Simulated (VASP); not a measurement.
An input for Quantum ESPRESSO's pw.x (written as the equivalent of a VASP run, and not itself run):

```
&CONTROL
  calculation = 'scf'
  pseudo_dir = './pseudo'
  outdir = './out'
  tprnfor = .true.
  tstress = .true.
/
&SYSTEM
  ibrav = 0
  nat = 4
  ntyp = 2
  ecutwfc = 92
  occupations = 'smearing'
  smearing = 'methfessel-paxton'
  degauss = 0.00735
  input_dft = 'pbe'
/
&ELECTRONS
  conv_thr = 7.3e-08
  electron_maxstep = 100
/
ATOMIC_SPECIES
  Cu 63.546 Cu.upf
  Au 196.967 Au.upf
CELL_PARAMETERS angstrom
     3.8250000    0.0000000    0.0000000
     0.0000000    3.8250000    0.0000000
     0.0000000    0.0000000    3.8250000
ATOMIC_POSITIONS crystal
  Cu   0.0000000  0.5000000  0.5000000
  Cu   0.5000000  0.0000000  0.5000000
  Cu   0.5000000  0.5000000  0.0000000
  Au   0.0000000  0.0000000  0.0000000
K_POINTS automatic
  7 7 7 0 0 0
HUBBARD {ortho-atomic}
U Cu-3d 8
```

Translate this input to VASP (INCAR, KPOINTS, POSCAR, choice of POTCAR).

One answer among several that fit: 
### INCAR
```
SYSTEM = Cu3Au
PREC = Accurate
ENCUT = 400
EDIFF = 1E-6
NELM = 100
ALGO = Normal
LREAL = .FALSE.
LASPH = .TRUE.
ISMEAR = 1
SIGMA = 0.1
GGA = PE
LMAXMIX = 6
LWAVE = .FALSE.
LCHARG = .FALSE.
ISIF = 2
LDAU = .TRUE.
LDAUTYPE = 2
LDAUL = 2 -1
LDAUU = 8.0 0
LDAUJ = 0 0
LDAUPRINT = 1
LORBIT = 10
```

KPOINTS:
```
K-points
0
gamma
7 7 7
0 0 0
```

File POSCAR:
```
Cu3Au
1
    3.8250000000     0.0000000000     0.0000000000
    0.0000000000     3.8250000000     0.0000000000
    0.0000000000     0.0000000000     3.8250000000
Cu Au
3 1
Direct
  0.0000000000   0.5000000000   0.5000000000
  0.5000000000   0.0000000000   0.5000000000
  0.5000000000   0.5000000000   0.0000000000
  0.0000000000   0.0000000000   0.0000000000
```

POTCAR, in this order: Cu Au (PBE.64 set). Program: vasp_std.

The two are equivalent in intent, not identical: the potentials are each code's own (VASP's PAW set, PseudoDojo norm-conserving files in pw.x), so ENCUT and ecutwfc are chosen apart and not converted; conv_thr bounds pw.x's estimated SCF error, while EDIFF bounds the energy change between steps; the +U projectors differ (PAW spheres against orthogonalised atomic orbitals), so the same U acts differently.

The compound is Cu3Au in the L1_2 structure. The cell was not relaxed at this level. The run is one of a series of settings (LDAU = .TRUE., LDAUJ = 0 0, LDAUL = 2 -1, LDAUTYPE = 2, LDAUU = 8.0 0 against the base run), some of them coarse on purpose.
